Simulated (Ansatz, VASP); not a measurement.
# Cross-check of Mo2SNO (Mo2NOS MXene, 1 layer) between VASP and Ansatz

One calculation is typed for both programs; each brings its own data sets. How far apart do they land? The structure shown is the start of the Ansatz relaxation below; VASP solves that cell, so the two are compared at the walk's first step.

Calculated with Ansatz 0.2.0; plane waves, with VASP 6.6.1 beside it; single point at PBE.

## Step 1: Set-up

The cell holds 5 atoms: 1 S, 2 Mo, 1 N and 1 O. Cell: a = 2.953 Å, b = 2.953 Å, c = 22.201 Å, α = 90.0°, β = 90.0°, γ = 120.0°. Vacuum lies along c.

## Step 2: Ansatz: relaxation, PBE

Ansatz runs on its default PAW (the set named soft_2) files.

The two programs are compared at the cell with which this relaxation starts, whose forces are those of its first step.

File input.yaml:

```yaml
crystal:
  lattice:
    - [2.953236, 0.0, 0.0]
    - [-1.476618, 2.5575773994, 0.0]
    - [0.0, 0.0, 22.2012251646]
  atoms:
    - { symbol: S, position: [0.3333333333, 0.6666666667, 0.3828617537] }
    - { symbol: Mo, position: [0.6666666667, 0.3333333333, 0.4612266818] }
    - { symbol: "N", position: [0.0, 0.0, 0.5137133458] }
    - { symbol: Mo, position: [0.3333333333, 0.6666666667, 0.5662000097] }
    - { symbol: O, position: [0.6666666667, 0.3333333333, 0.6171382463] }
kpoints:
  mp_grid: { grid: [12, 12, 1] }
hamiltonian:
  xc: pbe
scf:
  occupations: { method: fermi_dirac, width: 0.05 }
  convergence: { dr2_threshold: 1.0e-08 }
efield:
  axis: 3
  dipole_correction: true
  ramp_position: 0.97
  ramp_width: 0.04
relax:
  f_tol: 0.01
  cell: { fix: [c, alpha, beta] }
output:
  write_potential: true
  write_density: true
  volumetric_format: npy
```

The run is started by

```sh
ansatz run input.yaml --threads 4 --pin off --max-ram 8192MiB --backend cpu --events-out ev --progress --plain --runs-dir out
```

Numbers of over 12 decimals in the logs are rounded to 6 here.

What it wrote:

```text
Warning: relax.cell: scf.convergence.dr2_threshold = 1e-8 eV is looser than the 5e-10 eV advised for a relaxation that steers and ends on the stress (1e-10 eV for each atom of the cell: 5). What an SCF threshold leaves in a stress goes as its square root, and in the free energy as the threshold itself, and one threshold admits the most on a small cell: [figures from the program's tests cut] Set scf.convergence.dr2_threshold to 5e-10 eV or tighter. The threshold is an SCF's pass mark: one that does not reach it within its budget of iterations ends unconverged, or closes short of it on a stop that the run arms, and scf.convergence.dr2_threshold's page says what that costs each kind of run
Engine: ansatz 0.2.0, aarch64-unknown-linux-gnu
Pseudopotentials: kind: paw
Pseudopotential: S, paw, valence charge 6, recommended cutoff 420 eV (normal), S.paw.azcp
Pseudopotential: Mo, paw, valence charge 14, recommended cutoff 420 eV (normal), Mo.paw.azcp
Pseudopotential: N, paw, valence charge 5, recommended cutoff 420 eV (normal), N.paw.azcp
Pseudopotential: O, paw, valence charge 6, recommended cutoff 420 eV (normal), O.paw.azcp
Functional definition: PBE
  parameter kappa = 0.804
  parameter beta = 0.066725
  exchange = pbe_x(kappa = kappa, mu = beta*pi^2/3)
  correlation = pbe_c(beta = beta)
Crystal: 5 atoms, lattice volume = 167.689 Å³
Basis set: ecut = 420 eV, 3219 PW (Γ), exchange–correlation on 40×40×300 points (8 copies of the dense FFT grid, shifted against one another)
Bands: 28, of which v1, the nominal top of the filled ones, is band 23 counted from 1 (22 counted from 0)
Symmetry: 6 space group operations
Space group: P3m1 (ITA 156), of the structure as read, at distance tolerance 5.5e-5 Å
k-points: 19 of 144 (time reversal used)
Non-local potential: S, projectors of the file, l = 0: 2, l = 1: 2, l = 2: 2
Non-local potential: Mo, projectors of the file, l = 0: 3, l = 1: 2, l = 2: 2, l = 3: 1
Non-local potential: N, projectors of the file, l = 0: 2, l = 1: 2, l = 2: 1
Non-local potential: O, projectors of the file, l = 0: 2, l = 1: 2, l = 2: 1
PAW form: soft (Blöchl's): semilocal exchange-correlation on the pseudo side does not see the compensation charge
PAW one-centre angular grid: S, 110 points (default); XC on 64 Gauss nodes
PAW one-centre angular grid: Mo, 590 points (default); XC on 64 Gauss nodes
PAW one-centre angular grid: N, 110 points (default); XC on 64 Gauss nodes
PAW one-centre angular grid: O, 110 points (default); XC on 64 Gauss nodes
Initial density: superposition of atomic densities (neutral atoms: chi_scale 0, normalization atom), corrected by the library's trained network
Initial wavefunctions: pseudopotential atomic-orbital guess
Functional: x = pbe(κ = 0.804, μ = 0.219515), c = pbe(β = 0.066725)
SCF iter   1: F=—  HF=-11765.754038 eV  |F-HF|=—  |Δ(HF+E_count)|=         —  Δρ=8.29e-3  dr2=1.51e0  ethr=1.77e-3  p=-0.060 e·Å  D=-6.49e-2 V/Å  ΔV_dip=1.44 eV  dr2_dipole=4.21e-1  V_vac-E_F(+/−)=6.17/4.73 eV  ⟨swp⟩=11.2  Hψ=3489  notcnv=0
efield: sawtooth ramp at fractional position 0.9700 (set: `efield.ramp_position`, or a place that a band, a saddle search or an elastic batch's reference lends), width 0.0400; the density the first Hamiltonian is built on has a dipole p = -0.060 e·Å; the dipole correction subtracts the counter field D = -6.49e-2 V/Å, which shifts the + side's vacuum level by +1.44 eV against the − side's; the planar-averaged density in the ramp window peaks in size at 2.2e-5 e/Å³
preconditioner: auto → LDOS  [metal: Δε(μ)=0.052 eV  Ē_g=8.985 eV  σ=0.050 eV  W_gap=0.24  n_scr=14 (ndim 8)  ℏωp=15.4 eV  f_vac=0.633  D(μ)=4.00/eV (n_scr^D=14)  β→1.0]
SCF iter   2: F=—  HF=-11765.711642 eV  |F-HF|=—  |Δ(HF+E_count)|=   4.24e-2  Δρ=4.46e-3  dr2=1.08e-1  ethr=1.77e-3  p=-0.042 e·Å  D=-4.53e-2 V/Å  ΔV_dip=1.01 eV  dr2_dipole=8.72e-3  V_vac-E_F(+/−)=6.09/5.09 eV  ⟨swp⟩=2.0  Hψ=762  notcnv=0
SCF iter   3: F=—  HF=-11765.703967 eV  |F-HF|=—  |Δ(HF+E_count)|=   7.67e-3  Δρ=1.56e-3  dr2=3.40e-2  ethr=2.41e-4  p=-0.053 e·Å  D=-5.68e-2 V/Å  ΔV_dip=1.26 eV  dr2_dipole=1.00e-2  V_vac-E_F(+/−)=6.05/4.79 eV  ⟨swp⟩=2.8  Hψ=764  notcnv=0
SCF iter   4: F=—  HF=-11765.703149 eV  |F-HF|=—  |Δ(HF+E_count)|=   8.18e-4  Δρ=6.58e-4  dr2=4.97e-3  ethr=7.56e-5  p=-0.048 e·Å  D=-5.18e-2 V/Å  ΔV_dip=1.15 eV  dr2_dipole=1.06e-3  V_vac-E_F(+/−)=6.04/4.89 eV  ⟨swp⟩=1.5  Hψ=543  notcnv=0
SCF iter   5: F=—  HF=-11765.703116 eV  |F-HF|=—  |Δ(HF+E_count)|=   3.30e-5  Δρ=2.30e-4  dr2=5.03e-4  ethr=1.11e-5  p=-0.048 e·Å  D=-5.19e-2 V/Å  ΔV_dip=1.15 eV  dr2_dipole=7.61e-5  V_vac-E_F(+/−)=6.04/4.89 eV  ⟨swp⟩=1.0  Hψ=540  notcnv=0
[...]
SCF 11 converged in 5 iterations: F = -11766.422328 eV  dr2 = 2.99e-9
relax step  11: F+E_penalty+E_count = -11766.42232834 eV  Δ(F+E_penalty+E_count) = +2.845e-5 eV  max|allowed force component| = 1.586e-3 eV/Å  Δτ_max = 0.0005 Å  P = -0.006 GPa  Ω = 170.704 Å³  energy of the carried Pulay correction = -2.443e-3 eV  fix = [c, alpha, beta]  reactions: c -0.017 GPa  (5 SCF iters, accepted)
Initial wavefunctions: pseudopotential atomic-orbital guess (no wavefunctions were taken with the density)
iter 1 solved again at ethr=3.89e-7 eV; its pass at ethr=3.10e-3 eV (dr2=1.75e-4 eV) is discarded
SCF iter   1: F=—  HF=-11766.424640 eV  |F-HF|=—  |Δ(HF+E_count)|=         —  Δρ=9.68e-5  dr2=1.78e-6  ethr=3.89e-7  p=-0.048 e·Å  D=-5.13e-2 V/Å  ΔV_dip=1.14 eV  dr2_dipole=3.28e-8  V_vac-E_F(+/−)=6.24/5.10 eV  ⟨swp⟩=4.3  Hψ=4911  notcnv=0
efield: sawtooth ramp at fractional position 0.9700 (set: `efield.ramp_position`, or a place that a band, a saddle search or an elastic batch's reference lends), width 0.0400; the density the first Hamiltonian is built on has a dipole p = -0.048 e·Å; the dipole correction subtracts the counter field D = -5.13e-2 V/Å, which shifts the + side's vacuum level by +1.14 eV against the − side's; the planar-averaged density in the ramp window peaks in size at 4.2e-6 e/Å³
preconditioner: auto → LDOS  [metal: Δε(μ)=0.028 eV  Ē_g=8.447 eV  σ=0.050 eV  W_gap=0.14  n_scr=14 (ndim 8)  ℏωp=15.3 eV  f_vac=0.619  D(μ)=3.40/eV (n_scr^D=12)  β→1.0]
SCF iter   2: F=—  HF=-11766.425131 eV  |F-HF|=—  |Δ(HF+E_count)|=   4.91e-4  Δρ=2.61e-5  dr2=7.96e-7  ethr=3.95e-9  p=-0.048 e·Å  D=-5.13e-2 V/Å  ΔV_dip=1.14 eV  dr2_dipole=1.20e-8  V_vac-E_F(+/−)=6.24/5.10 eV  ⟨swp⟩=3.0  Hψ=1212  notcnv=0
SCF iter   3: F=—  HF=-11766.425129 eV  |F-HF|=—  |Δ(HF+E_count)|=   2.22e-6  Δρ=4.44e-6  dr2=2.37e-8  ethr=1.77e-9  p=-0.048 e·Å  D=-5.13e-2 V/Å  ΔV_dip=1.14 eV  dr2_dipole=2.81e-9  V_vac-E_F(+/−)=6.24/5.10 eV  ⟨swp⟩=2.0  Hψ=802  notcnv=0
SCF iter   4: F=-11766.425131 eV  HF=-11766.425131 eV  |F-HF|=1.26e-7  |Δ(HF+E_count)|=   2.20e-6  Δρ=1.84e-6  dr2=6.31e-9  ethr=2.22e-11  p=-0.048 e·Å  D=-5.13e-2 V/Å  ΔV_dip=1.14 eV  dr2_dipole=5.62e-10  V_vac-E_F(+/−)=6.24/5.10 eV  ⟨swp⟩=14.2  Hψ=4698  notcnv=0
SCF 12 converged in 4 iterations: F = -11766.425131 eV  dr2 = 6.31e-9
relax step  12: F+E_penalty+E_count = -11766.42513143 eV  Δ(F+E_penalty+E_count) = -2.803e-3 eV  max|allowed force component| = 1.451e-3 eV/Å  Δτ_max = 0.0000 Å  P = +0.021 GPa  Ω = 170.704 Å³  fix = [c, alpha, beta]  reactions: c -0.001 GPa  stress off target by 3.21e-2 GPa on what of the cell is left free  SCF on the basis re-selected at this cell (its energy is not comparable with the rows above)  (4 SCF iters)
basis re-selected at this cell: Δ(F+E_penalty+E_count) = -2.803e-3 eV, ΔP = +0.027 GPa vs the last step (what re-selecting the basis moved, of the pressure what is left beyond the Pulay correction that the steps carried, after the strain that the cell walked since its last selection, with what the two solves' SCF thresholds leave and, on support functions, any second-order correction that the steps lacked; it is no m [...]
WARN: The output density's exchange-correlation potential varies sharply where the density is thin. Do not read a vacuum level from v_tot or v_xc, or from such a field of the output density. On a cell that repeats whose density bears no net charge and no dipole along the vacuum's axis use v_es (v_loc + v_h of the components); under efield.dipole_correction with no amplitude use v_es + v_field, which holds any externa [...]
SCF converged after 4 iterations
Free energy (F): -11766.425131 eV
Harris-Foulkes:  -11766.425131 eV  (|F-HF|=1.26e-7)
Internal energy: -11766.398350 eV  (E = F + TS)
E sigma→0 (E₀):  -11766.411741 eV
Entropy (-TS):   -0.026781 eV (-5.356 meV/atom)
Fermi energy:    1.912105 eV
Dipole field:    D = -0.051279 V/Å  (p = -0.048375 e·Å, saw-weighted, corrected)
Work function:   Φ+ = 6.2382 eV   Φ− = 5.0997 eV
Levels:          The Fermi level and band energies are counted from a zero that moves with the ramp; work functions are not
--- Per-component energies (eV) ---
  E_band       = -789.892496
  E_kinetic    = 1295.202775
  E_local      = -46849.536427  (includes V_loc(G=0)·N_el)
  E_nonlocal   = 406.913037
  E_hartree    = 22709.204201
  E_xc         = -597.875356
  E_vxc        = -716.031294  (∫ρ·V_xc dr)
  E_paw        = -7286.922031  (= ΣΔE_a)
  E_vpaw       = -345.851330  (= ΣTr[D̂ρ^β])
  E_aug_tail   = 0.002596  (compensation charges beyond the density's cutoff)
  E_efield     = 0.001240  (sawtooth field / dipole correction)
  E_vefield    = 0.997146  (∫n·V_field dr)
  E_ewald      = 18556.611615
  E_smearing   = -0.026781  (= −TS)
  E_closure    = -0.000000  (closes the sum)
  Σ components = -11766.425131   (vs F -11766.425131, Δ=0.00e0)
--- Forces (eV/Å), atoms counted from 1 ---
  atom   1  S     -0.00000000    -0.00000000    -0.00063312
  atom   2  Mo     0.00000000     0.00000000     0.00144854
  atom   3  N      0.00000000    -0.00000000    -0.00024525
  atom   4  Mo    -0.00000000    -0.00000000    -0.00047938
  atom   5  O     -0.00000000    -0.00000000    -0.00010491
  max |Σ_I F_I| component: 1.41e-5 eV/Å
--- Stress (GPa, compression-positive) ---
        0.032073       0.000000      -0.000000
        0.000000       0.032073       0.000000
       -0.000000       0.000000      -0.001172
  P = ⅓ Tr σ = 0.0210 GPa (0.210 kbar)
--- Band table (eV; the first three rows and the last of 19) ---
  k-point 0: bands = [... 19 lower, 0.3202, 0.3202, 0.9916, 0.9916, 1.7568, 1.7568, 2.4548, 4.3781, ... 1 higher]
  k-point 1: bands = [... 19 lower, 0.0104, 0.3119, 1.2462, 1.3737, 1.6933, 1.8064, 2.5241, 4.1679, ... 1 higher]
  k-point 2: bands = [... 19 lower, -0.2096, 0.1746, 1.3387, 1.5259, 1.7693, 2.3466, 2.7445, 4.0875, ... 1 higher]
  k-point 18: bands = [... 19 lower, -2.0371, 1.5156, 2.0625, 2.3237, 2.7727, 2.7900, 3.2446, 4.6032, ... 1 higher]
--- Relaxed structure (11 steps of the walk, 11 accepted, 1 SCFs on fresh bases) ---
  F+E_penalty+E_count = -11766.42513143 eV   max|allowed force component| = 1.451e-3 eV/Å   (the final SCF, on the basis selected at the relaxed cell)
  cell:  # Å, volume = 170.7040 Å³
    - [2.979669, 9.78230410510673e-19, 0]
    - [-1.489835, 2.580469, 0]
    - [0, 0, 22.2012251646]
  atoms:
    - { symbol: S, position: [0.333333, 0.666667, 0.376056] }
    - { symbol: Mo, position: [0.666667, 0.333333, 0.449936] }
    - { symbol: N, position: [1.7054985852845558e-18, 0, 0.515757] }
    - { symbol: Mo, position: [0.333333, 0.666667, 0.574139] }
    - { symbol: O, position: [0.666667, 0.333333, 0.625252] }
```

[end of part 1 of 2]

[Lines on the potential files, build, host, timing and source positions are cut from VASP's logs without a mark.]

[Logs are printed without paths, hosts, clocks, repeated set-up lines and the standing remarks that a program may print on its own settings, such as how far it seeks lower states.]

[Hosts, paths, dates, database ids (printed as entryN), source tags and the programs' standing remarks are cut or masked in the printed files.]
